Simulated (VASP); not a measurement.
Wanted: the native input for a VASP 6.6.1 run.

* Task: relaxation of cell and atoms
* Functional: PBE
* Dispersion: D3(BJ)
* Potentials or basis: VASP PAW PBE potentials, release 64 (Pt, Se)
* Cutoff: 700 eV
* k mesh: 9 × 9 × 6
* Occupations: gaussian, width 0.02 eV
* Spin: no spin polarisation
* Further INCAR settings: ALGO = Normal; EDIFF = 1e-07; IBRION = 2; EDIFFG = -0.002; NSW = 80; ISIF = 3

The structure of PtSe2 lies in POSCAR:

```
PtSe2
1.0
    3.7240000000      0.0000000000      0.0000000000
   -1.8620000000      3.2250786000      0.0000000000
    0.0000000000      0.0000000000      5.0620000000
Pt Se
1 2
Direct
    0.0000000000      0.0000000000      0.0000000000
    0.3333333300      0.6666666700      0.2500000000
    0.6666666700      0.3333333300      0.7500000000
```

The input as run:

INCAR

```
ALGO = Normal
EDIFF = 1E-7
EDIFFG = -0.002
ENCUT = 700
GGA = PE
IBRION = 2
ISIF = 3
ISMEAR = 0
IVDW = 12
KPAR = 4
LASPH = T
LCHARG = F
LREAL = F
LWAVE = F
NELM = 80
NSW = 80
PREC = Accurate
SIGMA = 0.02
```

KPOINTS

```
k-points
0
Gamma
  9 9 6
```

Potentials or basis: VASP PAW PBE potentials, release 64 (Pt, Se).

Command:

```console
$ cat potpaw_PBE.64/Pt/POTCAR potpaw_PBE.64/Se/POTCAR > POTCAR
$ mpirun -np 4 vasp_std > vasp.out
```

It gave:

```
Relaxed volume                         : 19.79 Å³/atom
Relaxed cell                           : a = 3.770 Å, b = 3.770 Å, c = 4.826 Å, α = 90.00°, β = 90.00°, γ = 120.00°
Space group after relaxing (to 0.05 Å) : P-3m1 (No. 164)
Energy gained by relaxing              : 16.5 meV/atom
Ionic steps                            : 15
Pressure after relaxing                : 0.0 GPa
Band gap on the k mesh                 : none (metal or under the smearing width)
Dispersion energy per atom             : -0.490 eV
```

Caveat: pairwise dispersion overbinds metals, which lowers pressure and volume.

Wall time 87 s on 4 MPI ranks on Intel(R) Xeon(R) 6975P-C (Granite Rapids) (shared host), peak memory 0.3 GiB a rank.
